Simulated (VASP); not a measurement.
SnTeS4:

```xyz
12
Lattice="6.5774 -0.0109 -0.0704 -0.0125 7.4723 -0.0043 -0.0818 -0.0038 6.7146" Properties=species:S:1:pos:R:3 pbc="T T T"
Sn    0.0347    7.4615    0.0414
Sn    6.5390    3.7294    0.0068
Te    3.1656    1.7947   -0.0312
Te    3.2406    5.6937   -0.0353
S     5.5425    1.8625    1.4013
S     5.5667    5.6121    1.3389
S     1.0375    1.8627    5.2317
S     0.9402    5.5975    5.1877
S     2.0576    0.0061    1.5107
S     2.1201    3.7850    1.4789
S     4.4019    7.4332    5.1202
S     4.5517    3.7343    5.1143
```

The cell was built by a generator and needn't be a form met in nature.

* Program: VASP 6.6.1
* Task: relaxation of cell and atoms
* Functional: PBE
* Potentials or basis: VASP PAW PBE potentials, release 64 (Sn_d, Te, S)
* Cutoff: 520 eV
* k mesh: 3 × 3 × 3
* Occupations: gaussian, width 0.05 eV
* Spin: no spin polarisation

At the start: pressure 1.1 GPa; volume 27.50 Å³/atom.

Question: How do energy, volume and symmetry change on relaxing?

Answer: Over 26 steps the energy falls by 38.0 meV/atom and the volume is 27.66 Å³/atom (+0.6 %); space group P-1 (No. 2, to 0.05 Å).

Step by step:
```
step  energy change (eV)  largest force (eV/Å)  pressure (GPa)  volume (Å³)
   1              0.0000                1.6189            1.14       329.97
   2             -0.3276                0.5228           -1.25       339.31
   3             -0.3276                0.5220           -1.24       339.30
   4             -0.4079                0.3428            0.32       330.81
   5             -0.4078                0.3446            0.32       330.78
   6             -0.4392                0.1769            0.17       331.24
   7             -0.4439                0.1669            0.09       331.48
   8             -0.4514                0.0730           -0.15       332.42
   9             -0.4517                0.0771           -0.16       332.57
  10             -0.4535                0.0652            0.12       331.26
  11             -0.4535                0.0685            0.14       331.31
  12             -0.4547                0.0479            0.07       331.51
  13             -0.4549                0.0523            0.06       331.62
  14             -0.4554                0.0304           -0.07       332.20
  15             -0.4554                0.0313           -0.06       332.18
  16             -0.4557                0.0307           -0.01       331.93
  17             -0.4558                0.0383            0.05       331.60
  18             -0.4559                0.0410            0.05       331.68
  19             -0.4561                0.0372            0.05       331.73
  20             -0.4562                0.0373            0.04       331.79
  21             -0.4560                0.0597            0.00       331.90
  22             -0.4562                0.0435           -0.02       331.82
  23             -0.4562                0.0425            0.01       331.80
  24             -0.4562                0.0432            0.03       331.81
  25             -0.4562                0.0425            0.01       331.81
  26             -0.4563                0.0285            0.01       331.89
```

Final structure:
```cif
data_structure
_symmetry_space_group_name_H-M 'P 1'
_symmetry_Int_Tables_number 1
_cell_length_a 6.5279
_cell_length_b 7.5296
_cell_length_c 6.7525
_cell_angle_alpha 90.288
_cell_angle_beta 89.602
_cell_angle_gamma 90.008
_cell_volume 331.89
loop_
_atom_site_label
_atom_site_type_symbol
_atom_site_fract_x
_atom_site_fract_y
_atom_site_fract_z
_atom_site_occupancy
Sn1 Sn 0.00208 0.00128 0.99921 1
Sn2 Sn 0.00179 0.50127 0.00098 1
Te1 Te 0.50136 0.25050 0.99996 1
Te2 Te 0.50157 0.75044 0.99782 1
S1 S 0.84363 0.25179 0.22097 1
S2 S 0.84393 0.75262 0.22062 1
S3 S 0.15952 0.25037 0.77850 1
S4 S 0.15968 0.74961 0.77813 1
S5 S 0.32238 0.00169 0.22583 1
S6 S 0.32286 0.50184 0.22597 1
S7 S 0.68119 0.99983 0.77280 1
S8 S 0.68160 0.49996 0.77304 1
```
